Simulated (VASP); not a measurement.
# Tl2Ge3 (P6/mmm) in VASP: a series of runs

The runs below take Tl2Ge3 through band structure, optical spectrum, with PBE+MBD, PBEsol+D3.

All numbers are computed with VASP 6.6.1; they aren't measurements. Logs are shortened: lines on timing, memory, paths and dates and some standing lists are left out, and cuts for length are marked.

### 1 The crystal as given

Symmetry: P6/mmm, No. 191, hexagonal system. Conventional cell: a = 3.937 Å, b = 3.937 Å, c = 9.392 Å, α = 90.00°, β = 90.00°, γ = 120.00°. Around Tl (site symmetry 6mm) lie 1 Tl at 2.73 Å. Ge (site symmetry -6m2) is surrounded by 6 Ge at 2.27 Å. Ge (site symmetry 6/mmm) has 6 Ge at 2.27 Å as nearest neighbours.

The cell was built by a generator and needn't be a form met in nature.

### 2 Band structure, PBE+MBD

Input file INCAR:

```
SYSTEM = Tl2Ge3
PREC = Accurate ; ENCUT = 520
EDIFF = 1E-6 ; ISMEAR = -1
SIGMA = 0.1 ; LREAL = .False.
LASPH = .True. ; NELM = 80
ALGO = Fast ; ISIF = 2
LWAVE = .False. ; LCHARG = .False.
GGA = PE ; IVDW = 202
NBANDS = 42
```

Input file KPOINTS:

```
Automatic mesh
0
Gamma
  8 8 3
  0 0 0
```

Input file POSCAR:

```
Tl2Ge3
1.0
    3.9367708600      0.0000000000      0.0000000000
   -1.9683854300      3.4093435700      0.0000000000
    0.0000000000      0.0000000000      9.3917310400
Tl Ge
2 3
Direct
    0.0000000000      0.0000000000      0.1453568500
    0.0000000000      0.0000000000      0.8546431500
    0.3333333300      0.6666666700      0.5000000000
    0.6666666700      0.3333333300      0.5000000000
    0.0000000000      0.0000000000      0.5000000000
```

Input file KPOINTS_OPT:

```
path GMKGALHA,LM,KH
15
line-mode
reciprocal
 0.0000000000  0.0000000000  0.0000000000  G
 0.5000000000  0.0000000000  0.0000000000  M

 0.5000000000  0.0000000000  0.0000000000  M
 0.3333333333  0.3333333333  0.0000000000  K

 0.3333333333  0.3333333333  0.0000000000  K
 0.0000000000  0.0000000000  0.0000000000  G

 0.0000000000  0.0000000000  0.0000000000  G
 0.0000000000  0.0000000000  0.5000000000  A

 0.0000000000  0.0000000000  0.5000000000  A
 0.5000000000  0.0000000000  0.5000000000  L

 0.5000000000  0.0000000000  0.5000000000  L
 0.3333333333  0.3333333333  0.5000000000  H

 0.3333333333  0.3333333333  0.5000000000  H
 0.0000000000  0.0000000000  0.5000000000  A

 0.5000000000  0.0000000000  0.5000000000  L
 0.5000000000  0.0000000000  0.0000000000  M

 0.3333333333  0.3333333333  0.0000000000  K
 0.3333333333  0.3333333333  0.5000000000  H
```

Potentials or basis: VASP PAW PBE potentials, release 64 (Tl_d, Ge_d).

Run with:

```bash
> cat potpaw_PBE.64/Tl_d/POTCAR potpaw_PBE.64/Ge_d/POTCAR > POTCAR
> mpirun -np 1 vasp_std > vasp.out
```

OUTCAR:

```text
SYSTEM = Tl2Ge3
   PREC = Accurate
   ENCUT = 520
   EDIFF = 1E-6
   ISMEAR = -1
   LREAL = .False.
   LASPH = .True.
   NELM = 80
   ISIF = 2
   GGA = PE
   IVDW = 202
  IVDW = 202

 ion  position               nearest neighbor table
   1  0.000  0.000  0.145-   2 2.73   5 3.33
   2  0.000  0.000  0.855-   1 2.73   5 3.33
   3  0.333  0.667  0.500-   4 2.27   5 2.27   4 2.27   5 2.27   5 2.27   4 2.27
   4  0.667  0.333  0.500-   3 2.27   5 2.27   3 2.27   5 2.27   5 2.27   3 2.27
   5  0.000  0.000  0.500-   3 2.27   4 2.27   3 2.27   4 2.27   4 2.27   3 2.27   1 3.33   2 3.33

  LATTYP: Found a hexagonal cell.
 ALAT       =     3.9367708600
 C/A-ratio  =     2.3856433036

  Lattice vectors:

 A1 = (   3.9367708600,   0.0000000000,   0.0000000000)
 A2 = (  -1.9683854300,   3.4093435700,   0.0000000000)
 A3 = (   0.0000000000,   0.0000000000,   9.3917310400)

Analysis of symmetry for initial positions (statically):
=====================================================================
 Subroutine PRICEL returns:
 Original cell was already a primitive cell.

 Routine SETGRP: Setting up the symmetry group for a
 hexagonal supercell.

 Subroutine GETGRP returns: Found 24 space group operations
 (whereof 24 operations were pure point group operations)
 out of a pool of 24 trial point group operations.

The static configuration has the point symmetry D_6h.

Analysis of symmetry for dynamics (positions and initial velocities):
=====================================================================
 Subroutine PRICEL returns:
 Original cell was already a primitive cell.

 Routine SETGRP: Setting up the symmetry group for a
 hexagonal supercell.

 Subroutine GETGRP returns: Found 24 space group operations
 (whereof 24 operations were pure point group operations)
 out of a pool of 24 trial point group operations.

The dynamic configuration has the point symmetry D_6h.

 Subroutine INISYM returns: Found 24 space group operations
 (whereof 24 operations are pure point group operations),
 and found     1 'primitive' translations

----------------------------------------------------------------------------------------

                                     Primitive cell

  volume of cell :     126.0540

  direct lattice vectors                    reciprocal lattice vectors
     3.936770860  0.000000000  0.000000000     0.254015292  0.146655797  0.000000000
    -1.968385430  3.409343570  0.000000000     0.000000000  0.293311595  0.000000000
     0.000000000  0.000000000  9.391731040     0.000000000  0.000000000  0.106476644

  length of vectors
     3.936770860  3.936770857  9.391731040     0.293311595  0.293311595  0.106476644

  position of ions in fractional coordinates (direct lattice)
     0.000000000  0.000000000  0.145356850
     0.000000000  0.000000000  0.854643150
     0.333333330  0.666666670  0.500000000
     0.666666670  0.333333330  0.500000000
     0.000000000  0.000000000  0.500000000

  ion indices of the primitive-cell ions
   primitive index   ion index
                 1           1
                 2           2
                 3           3
                 4           4
                 5           5

----------------------------------------------------------------------------------------

 KPOINTS: Automatic mesh

Automatic generation of k-mesh.
 Grid dimensions read from file:
 generate k-points for:    8    8    3

 Generating k-lattice:

  Cartesian coordinates                     Fractional coordinates (reciprocal lattice)
     0.031751912  0.018331975  0.000000000     0.125000000 -0.000000000  0.000000000
     0.000000000  0.036663949  0.000000000     0.000000000  0.125000000  0.000000000
     0.000000000  0.000000000  0.035492215     0.000000000  0.000000000  0.333333333

  Length of vectors
     0.036663949  0.036663949  0.035492215

  Shift w.r.t. Gamma in fractional coordinates (k-lattice)
     0.000000000  0.000000000  0.000000000

 Subroutine IBZKPT returns following result:
 ===========================================

 Found     20 irreducible k-points:

 Following reciprocal coordinates:
            Coordinates               Weight
  0.000000  0.000000  0.000000      1.000000
  0.125000 -0.000000  0.000000      6.000000
  0.250000 -0.000000  0.000000      6.000000
  0.375000  0.000000  0.000000      6.000000
  0.500000 -0.000000  0.000000      3.000000
  0.125000  0.125000  0.000000      6.000000
[... 12 lines left out ...]
  0.250000  0.250000  0.333333     12.000000
  0.375000  0.250000  0.333333     12.000000
   k-points           NKPTS =     20   k-points in BZ     NKDIM =     20   number of bands    NBANDS=     42
   number of dos      NEDOS =    301   number of ions     NIONS =      5
   total plane-waves  NPLWV =  63000
   dimension x,y,z NGX =    30 NGY =   30 NGZ =   70
   dimension x,y,z NGXF=    60 NGYF=   60 NGZF=  140
   ions per type =               2   3
   NGX,Y,Z   is equivalent  to a cutoff of  12.67, 12.67, 12.39 a.u.
   NGXF,Y,Z  is equivalent  to a cutoff of  25.34, 25.34, 24.78 a.u.
 SYSTEM =  Tl2Ge3
   PREC   = accura    normal or accurate (medium, high low for compatibility)
   ISTART =      0    job   : 0-new  1-cont  2-samecut
   ICHARG =      2    charge: 1-file 2-atom 10-const
   ISPIN  =      1    spin polarized calculation?
   LNONCOLLINEAR =      F non collinear calculations
   LSORBIT =      F    spin-orbit coupling
   LASPH  =      T    aspherical Exc in radial PAW
   ENCUT  =  520.0 eV  38.22 Ry    6.18 a.u.   7.32  7.32 17.46*2*pi/ulx,y,z
   NELM   =     80;   NELMIN=  2; NELMDL= -5     # of ELM steps
   EDIFF  = 0.1E-05   stopping-criterion for ELM
   LREAL  =      F    real-space projection
   EDIFFG = 0.1E-04   stopping-criterion for IOM
   NSW    =      0    number of steps for IOM
   IBRION =     -1    ionic relax: 0-MD 1-quasi-New 2-CG
   NFREE  =      0    steps in history (QN), initial steepest desc. (CG)
   ISIF   =      2    stress and relaxation
   ISYM   =      2    0-nonsym 1-usesym 2-fastsym
   POTIM  = 0.5000    time-step for ionic-motion
   TEBEG  =    0.0;   TEEND  =   0.0 temperature during run
   PSTRESS=    0.0 pullay stress
   NELECT =      68.0000    total number of electrons
   NUPDOWN=      -1.0000    fix difference up-down
   EMIN   =  10.00;   EMAX   =-10.00  energy-range for DOS
   EFERMI =   0.00;   METHOD = LEGACY
   ISMEAR =    -1;   SIGMA  =   0.10  broadening in eV -4-tet -1-fermi 0-gaus
   EFERMI_NEDOS =   21; number of points for ismear=-14 and -15
   IALGO  =     68    algorithm
   IMIX   =      4    mixing-type and parameters
     AMIX     =   0.40;   BMIX     =  1.00
     AMIX_MAG =   1.60;   BMIX_MAG =  1.00
  volume/ion in A,a.u.               =      25.21       170.13
  Fermi-wavevector in a.u.,A,eV,Ry     =   1.332679  2.518399 24.164407  1.776034
  Thomas-Fermi vector in A             =   2.461596
   LORBIT       =      0    0 simple, 1 ext, 2 COOP (PROOUT), +10 PAW based schemes
   GGA     = PE    functional components
   LHFCALC =     F    Hartree Fock is set to
   AEXX    =    0.0000 exact exchange contribution
   IVDW    =   202    specifies the selected vdW correction
   LEPSILON=     F    determine dielectric tensor
   LRPA    =     F    only Hartree local field effects (RPA)
 non-spin polarized calculation
 RMM-DIIS sequential band-by-band and
  energy-cutoff  :      520.00
  volume of cell :      126.05
 maximum number of plane-waves:      3437
 NGX is ok and might be reduce to    30
   NGX = 15   NGY = 15   NGZ = 35

 number of electron      67.9999978 magnetization

 Free energy of the ion-electron system (eV)
  ---------------------------------------------------
  ext. energy  EPLUGINS =         0.00000000
  ---------------------------------------------------
  free energy    TOTEN  =        -9.89701460 eV

  energy without entropy =       -9.83744266  energy(sigma->0) =       -9.86722863

 E-fermi :   5.8338     XC(G=0):  -9.8066

 val. band max:        5.8254122427   @ k =   0.2500   0.1250   0.0000
 cond. band min:       5.8647037048   @ k =   0.2500   0.1250   0.0000
 fundamental gap:      0.0392914621
 Fermi energy:         5.8337851159

 k-point     1 :       0.0000    0.0000    0.0000
  band No.  band energies     occupation
      1     -20.0434      2.00000
      2     -19.8649      2.00000
      3     -19.8649      2.00000
      4     -19.6586      2.00000
      5     -19.6586      2.00000
      6     -19.6516      2.00000
[... 34 lines left out ...]
     41      12.1990      0.00000
     42      12.4135      0.00000

 k-point     2 :       0.1250   -0.0000    0.0000
  band No.  band energies     occupation
      1     -20.0107      2.00000
      2     -19.8784      2.00000
      3     -19.8703      2.00000
      4     -19.8264      2.00000
      5     -19.8121      2.00000
      6     -19.7025      2.00000
[... 34 lines left out ...]
     41      11.7294      0.00000
     42      12.0211      0.00000

 k-point     3 :       0.2500   -0.0000    0.0000
  band No.  band energies     occupation
      1     -20.0936      2.00000
      2     -19.9387      2.00000
      3     -19.9228      2.00000
      4     -19.9118      2.00000
      5     -19.7541      2.00000
      6     -19.7057      2.00000
[... 34 lines left out ...]
     41      10.1365      0.00000
     42      10.8257      0.00000

 k-point     4 :       0.3750    0.0000    0.0000
  band No.  band energies     occupation
      1     -20.2556      2.00000
      2     -19.9768      2.00000
      3     -19.9538      2.00000
      4     -19.8563      2.00000
      5     -19.7878      2.00000
      6     -19.6795      2.00000
[... 664 lines left out ...]
     41      11.4996      0.00000
     42      12.5237      0.00000

 k-point    19 :       0.2500    0.2500    0.3333
  band No.  band energies     occupation
      1     -20.1964      2.00000
      2     -20.1958      2.00000
      3     -20.1030      2.00000
      4     -19.7272      2.00000
      5     -19.7232      2.00000
      6     -19.6225      2.00000
[... 34 lines left out ...]
     41      11.3602      0.00000
     42      12.6108      0.00000

 k-point    20 :       0.3750    0.2500    0.3333
  band No.  band energies     occupation
      1     -20.2516      2.00000
      2     -20.1699      2.00000
      3     -20.1687      2.00000
      4     -19.7315      2.00000
      5     -19.6577      2.00000
      6     -19.6500      2.00000
[... 34 lines left out ...]
     41       9.0245      0.00000
     42      12.8233      0.00000

------------------------ aborting loop because EDIFF is reached ----------------------------------------

  Hirshfeld charges:
            ion         q(e)
   ------------------------------
      1     Tl       0.06558359
      2     Tl       0.06558359
      3     Ge      -0.03585993
      4     Ge      -0.03585993
      5     Ge      -0.05944733

  Tkatchenko/Scheffler method for vdW energy calculation

  Edisp (eV):   -2.30428

  FORCE on cell =-STRESS in cart. coord.  units (eV):
  Direction    XX          YY          ZZ          XY          YZ          ZX
  --------------------------------------------------------------------------------------
  -------------------------------------------------------------------------------------
  Total      31.19501    31.19501     1.00210    -0.00000     0.00000     0.00000
  in kB     396.49628   396.49628    12.73699    -0.00000     0.00000     0.00000
  external pressure =      268.58 kB  Pullay stress =        0.00 kB

 VOLUME and BASIS-vectors are now :
 -----------------------------------------------------------------------------
  energy-cutoff  :      520.00
  volume of cell :      126.05
      direct lattice vectors                 reciprocal lattice vectors
     3.936770860  0.000000000  0.000000000     0.254015292  0.146655797  0.000000000
    -1.968385430  3.409343570  0.000000000     0.000000000  0.293311595  0.000000000
     0.000000000  0.000000000  9.391731040     0.000000000  0.000000000  0.106476644

 POSITION                                       TOTAL-FORCE (eV/Angst)
 -----------------------------------------------------------------------------------
      0.00000      0.00000      1.36515         0.000000      0.000000      1.835559
      0.00000      0.00000      8.02658        -0.000000      0.000000     -1.835559
     -0.00000      2.27290      4.69587        -0.000000      0.000000      0.000000
      1.96839      1.13645      4.69587         0.000000     -0.000000     -0.000000
      0.00000      0.00000      4.69587        -0.000000      0.000000      0.000000
 -----------------------------------------------------------------------------------
    total drift:                               -0.000000      0.000000      0.000000

  FREE ENERGIE OF THE ION-ELECTRON SYSTEM (eV)
  ---------------------------------------------------
  free  energy   TOTEN  =       -12.2012949901 eV

  energy  without entropy=      -12.1417230542  energy(sigma->0) =      -12.17150902
```

Wall time 5 min (1 thread of Intel Xeon 6975P-C (Granite Rapids), shared host); peak memory 0.34 GiB.

What came out:

* Free energy: -12.2013 eV
* Pressure: 26.9 GPa
* Largest force: 1.836 eV/Å
* Band gap along the path: none (metal or under the smearing width)
* Hirshfeld charges: Tl +0.07; Ge -0.04, -0.06 e
* Dispersion energy per atom: -0.461 eV

Forces on the atoms (eV/Å):
```
Tl   0.000  0.000  1.836
Tl   0.000  0.000 -1.836
Ge   0.000  0.000  0.000
Ge   0.000  0.000  0.000
Ge   0.000  0.000  0.000
```

Levels at the corners of the path, in eV from the Fermi level:
```
point  band 30  band 31  band 32  band 33  band 34  band 35  band 36  band 37  band 38  band 39
    Γ    -3.66    -3.66    -3.64    -3.64    -1.88    -1.69    -0.87     4.71     4.97     4.97
    M    -5.19    -4.94    -2.90    -1.88    -1.50     0.95     0.99     2.51     2.93     4.17
    M    -5.19    -4.94    -2.90    -1.88    -1.50     0.95     0.99     2.51     2.93     4.17
    K    -4.53    -1.79    -1.79    -0.64    -0.64    -0.56     0.83     1.48     1.48     2.10
    K    -4.53    -1.79    -1.79    -0.64    -0.64    -0.56     0.83     1.48     1.48     2.10
    Γ    -3.66    -3.66    -3.64    -3.64    -1.88    -1.69    -0.87     4.71     4.97     4.97
    Γ    -3.66    -3.66    -3.64    -3.64    -1.88    -1.69    -0.87     4.71     4.97     4.97
    A    -3.65    -3.65    -3.64    -3.64    -1.74    -1.69     0.83     3.16     4.77     4.77
    A    -3.65    -3.65    -3.64    -3.64    -1.74    -1.69     0.83     3.16     4.77     4.77
    L    -5.26    -4.09    -3.17    -3.00    -1.05     0.03     2.04     2.69     3.53     5.01
    L    -5.26    -4.09    -3.17    -3.00    -1.05     0.03     2.04     2.69     3.53     5.01
    H    -3.89    -2.17    -2.01    -2.01     0.10     0.10     1.13     1.13     1.48     1.64
    H    -3.89    -2.17    -2.01    -2.01     0.10     0.10     1.13     1.13     1.48     1.64
    A    -3.65    -3.65    -3.64    -3.64    -1.74    -1.69     0.83     3.16     4.77     4.77
    L    -5.26    -4.09    -3.17    -3.00    -1.05     0.03     2.04     2.69     3.53     5.01
    M    -5.19    -4.94    -2.90    -1.88    -1.50     0.95     0.99     2.51     2.93     4.17
    K    -4.53    -1.79    -1.79    -0.64    -0.64    -0.56     0.83     1.48     1.48     2.10
    H    -3.89    -2.17    -2.01    -2.01     0.10     0.10     1.13     1.13     1.48     1.64
```

Caveat: so large a pressure means that the cell lies far from this level's equilibrium, or that cutoff or potentials fall short; spin-orbit coupling is left out, which moves the levels of the heavy elements; pairwise dispersion overbinds metals, which lowers pressure and volume; forces of over 1 eV/Å show positions far from the minimum, so gaps and moduli don't describe the material at rest.

(Continued in part 2 of 2.)
